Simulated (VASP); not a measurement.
Output of a VASP run:

### OUTCAR
```
 ion  position               nearest neighbor table
   1  0.250  0.250  0.250-   2 2.36   2 2.36   2 2.36   2 2.36
   2  0.000  0.000  0.000-   1 2.36   1 2.36   1 2.36   1 2.36
  LATTYP: Found a face centered cubic cell.
 ALAT       =     5.4437000000
 Subroutine PRICEL returns:
 Original cell was already a primitive cell.
 Subroutine GETGRP returns: Found 48 space group operations
The static configuration has the point symmetry T_d .
 The point group associated with its full space group is O_h .
The dynamic configuration has the point symmetry T_d .
 Subroutine INISYM returns: Found 48 space group operations
 Subroutine IBZKPT returns following result:
 Found     29 irreducible k-points:

 Following reciprocal coordinates:
            Coordinates               Weight
  0.000000  0.000000  0.000000      1.000000
  0.125000  0.000000  0.000000      8.000000
  0.250000  0.000000  0.000000      8.000000
  0.375000  0.000000  0.000000      8.000000
  0.500000  0.000000  0.000000      4.000000
  0.125000  0.125000  0.000000      6.000000
  0.250000  0.125000  0.000000     24.000000
  0.375000  0.125000  0.000000     24.000000
  0.500000  0.125000  0.000000     24.000000
 -0.375000  0.125000  0.000000     24.000000
 -0.250000  0.125000  0.000000     24.000000
 -0.125000  0.125000  0.000000     12.000000
  0.250000  0.250000  0.000000      6.000000
  0.375000  0.250000  0.000000     24.000000
  0.500000  0.250000  0.000000     24.000000
 -0.375000  0.250000  0.000000     24.000000
 -0.250000  0.250000  0.000000     12.000000
  0.375000  0.375000  0.000000      6.000000
  0.500000  0.375000  0.000000     24.000000
 -0.375000  0.375000  0.000000     12.000000
  0.500000  0.500000  0.000000      3.000000
  0.375000  0.250000  0.125000     24.000000
  0.500000  0.250000  0.125000     48.000000
 -0.375000  0.250000  0.125000     24.000000
  0.500000  0.375000  0.125000     24.000000
 -0.375000  0.375000  0.125000     48.000000
 -0.250000  0.375000  0.125000     24.000000
 -0.375000  0.500000  0.125000     12.000000
 -0.250000  0.500000  0.250000      6.000000
   k-points           NKPTS =     29   k-points in BZ     NKDIM =     29   number of bands    NBANDS=      8
   number of dos      NEDOS =    301   number of ions     NIONS =      2
   total plane-waves  NPLWV =  21952
   dimension x,y,z NGX =    28 NGY =   28 NGZ =   28
   dimension x,y,z NGXF=    56 NGYF=   56 NGZF=   56
   ions per type =               2
   PREC   = accura    normal or accurate (medium, high low for compatibility)
   ISTART =      0    job   : 0-new  1-cont  2-samecut
   ICHARG =      2    charge: 1-file 2-atom 10-const
   ISPIN  =      1    spin polarized calculation?
   LNONCOLLINEAR =      F non collinear calculations
   LSORBIT =      F    spin-orbit coupling
   INIWAV =      1    electr: 0-lowe 1-rand  2-diag
   ENCUT  =  400.0 eV  29.40 Ry    5.42 a.u.   6.28  6.28  6.28*2*pi/ulx,y,z
   NELM   =    100;   NELMIN=  2; NELMDL= -5     # of ELM steps
   EDIFF  = 0.1E-05   stopping-criterion for ELM
   LREAL  =      F    real-space projection
   NLSPLINE    = F    spline interpolate recip. space projectors
   LMAXMIX     =    2 max onsite mixed and CHGCAR
   VOSKOWN=      0    Vosko Wilk Nusair interpolation
   EDIFFG = -.1E-01   stopping-criterion for IOM
   NSW    =     60    number of steps for IOM
   NBLOCK =      1;   KBLOCK =     60    inner block; outer block
   IBRION =      2    ionic relax: 0-MD 1-quasi-New 2-CG
   NFREE  =      1    steps in history (QN), initial steepest desc. (CG)
   ISIF   =      3    stress and relaxation
   ISYM   =      2    0-nonsym 1-usesym 2-fastsym
   TEIN   =    0.0    initial temperature
   TEBEG  =    0.0;   TEEND  =   0.0 temperature during run
   SMASS  =  -3.00    Nose mass-parameter (am)
   PSTRESS=    0.0 pullay stress
   NELECT =       8.0000    total number of electrons
   EFERMI =   0.00;   METHOD = LEGACY
   ISMEAR =     0;   SIGMA  =   0.05  broadening in eV -4-tet -1-fermi 0-gaus
...
```

File OSZICAR:
```
       N       E                     dE             d eps       ncg     rms          rms(c)
DAV:   1     0.513432388471E+01    0.51343E+01   -0.27106E+03   464   0.613E+02
DAV:   2    -0.108247187010E+02   -0.15959E+02   -0.14962E+02   752   0.739E+01
DAV:   3    -0.110195717713E+02   -0.19485E+00   -0.19485E+00   560   0.105E+01
DAV:   4    -0.110203061723E+02   -0.73440E-03   -0.73440E-03   800   0.686E-01
DAV:   5    -0.110203073153E+02   -0.11430E-05   -0.11430E-05   576   0.180E-02    0.483E+00
DAV:   6    -0.108982430735E+02    0.12206E+00   -0.80292E-02   560   0.148E+00    0.296E+00
DAV:   7    -0.108423393593E+02    0.55904E-01   -0.15260E-01   568   0.217E+00    0.186E-01
DAV:   8    -0.108434398860E+02   -0.11005E-02   -0.40227E-03   536   0.479E-01    0.754E-02
DAV:   9    -0.108436292041E+02   -0.18932E-03   -0.18221E-04   656   0.105E-01    0.556E-02
DAV:  10    -0.108436574669E+02   -0.28263E-04   -0.34227E-05   536   0.434E-02    0.962E-03
DAV:  11    -0.108436571986E+02    0.26833E-06   -0.53848E-07   712   0.529E-03
   1 F= -.10843657E+02 E0= -.10843657E+02  d E =-.108437E+02
       N       E                     dE             d eps       ncg     rms          rms(c)
DAV:   1    -0.108477343788E+02   -0.40769E-02   -0.11238E-01   560   0.190E+00    0.318E-01
DAV:   2    -0.108458330719E+02    0.19013E-02   -0.15903E-03   568   0.272E-01    0.193E-01
DAV:   3    -0.108448293875E+02    0.10037E-02   -0.20713E-03   552   0.231E-01    0.632E-02
DAV:   4    -0.108448293633E+02    0.24216E-07   -0.20167E-05   624   0.403E-02    0.553E-02
DAV:   5    -0.108448227780E+02    0.65853E-05   -0.55557E-06   536   0.171E-02    0.113E-02
DAV:   6    -0.108448229761E+02   -0.19809E-06   -0.56491E-08   248   0.226E-03
   2 F= -.10844823E+02 E0= -.10844823E+02  d E =-.116578E-02
       N       E                     dE             d eps       ncg     rms          rms(c)
DAV:   1    -0.108462592383E+02   -0.14365E-02   -0.18851E-02   560   0.781E-01    0.132E-01
DAV:   2    -0.108459459217E+02    0.31332E-03   -0.26270E-04   560   0.110E-01    0.795E-02
DAV:   3    -0.108457872100E+02    0.15871E-03   -0.34444E-04   552   0.942E-02    0.262E-02
DAV:   4    -0.108457878399E+02   -0.62991E-06   -0.33330E-06   584   0.165E-02
   3 F= -.10845788E+02 E0= -.10845788E+02  d E =-.213064E-02
```

OUTCAR:
```
------------------------ aborting loop because EDIFF is reached ----------------------------------------
  FORCE on cell =-STRESS in cart. coord.  units (eV):
  Direction    XX          YY          ZZ          XY          YZ          ZX
  --------------------------------------------------------------------------------------
  Total        0.0015148      0.0015148      0.0015148     -0.0000000      0.0000000      0.0000000
  in kB        0.0593650      0.0593650      0.0593650     -0.0000000      0.0000000      0.0000000
  external PRESSURE =       0.0593650 kB  Pullay stress =       0.0000000 kB
  volume of cell :       40.88
      direct lattice vectors                 reciprocal lattice vectors
    -0.000000000  2.734202478  2.734202478    -0.182868681  0.182868681  0.182868681
     2.734202478 -0.000000000  2.734202478     0.182868681 -0.182868681  0.182868681
     2.734202478  2.734202478  0.000000000     0.182868681  0.182868681 -0.182868681
 POSITION                                       TOTAL-FORCE (eV/Angst)
 -----------------------------------------------------------------------------------
      1.36710      1.36710      1.36710        -0.000000     -0.000000     -0.000000
      0.00000      0.00000      0.00000         0.000000      0.000000      0.000000
 -----------------------------------------------------------------------------------
    total drift:                                0.000000      0.000000     -0.000000
  FREE ENERGIE OF THE ION-ELECTRON SYSTEM (eV)
  ---------------------------------------------------
  free  energy   TOTEN  =       -10.8457878399 eV

  energy  without entropy=      -10.8457878399  energy(sigma->0) =      -10.84578784

 reached required accuracy - stopping structural energy minimisation
```
(Selected blocks of OUTCAR.)

**POSCAR**
```
Si
1
    0.0000000000     2.7218500000     2.7218500000
    2.7218500000     0.0000000000     2.7218500000
    2.7218500000     2.7218500000     0.0000000000
Si
2
Direct
  0.2500000000   0.2500000000   0.2500000000
  0.0000000000   0.0000000000   0.0000000000
```

Question: Write an INCAR and KPOINTS that could have produced this output.

Answer: This is not unique; one that fits is the input of the run itself, PBE GGA, plane waves, VASP's PBE PAW potentials (set 64).

KPOINTS:
```
Regular mesh
0
gamma
8 8 8
0 0 0
```

**INCAR**
```
! general
SYSTEM = Si
PREC   = Accurate
ENCUT  = 400   ! plane-wave cut-off (eV)
LREAL  = F   ! projection in real space or not
LASPH  = T

! electronic loop
EDIFF  = 1E-6   ! SCF stop (eV)
NELM   = 100
ALGO   = Normal

! smearing
ISMEAR = 0   ! Gaussian
SIGMA  = 0.05   ! width (eV)

! functional
GGA    = PE   ! PBE

! ions
IBRION = 2   ! conjugate gradients
NSW    = 60   ! most ionic steps
ISIF   = 3
EDIFFG = -0.01   ! ionic stop

! output
LWAVE  = F
LCHARG = F
```

POTCAR, in this order: Si (PBE.64 set). Program: vasp_std.

The structure comes from a computed database's Si entry (Fd-3m); how it stands against other phases isn't given here. This run relaxes it. Symmetry was kept, so distortions that lower it aren't found.
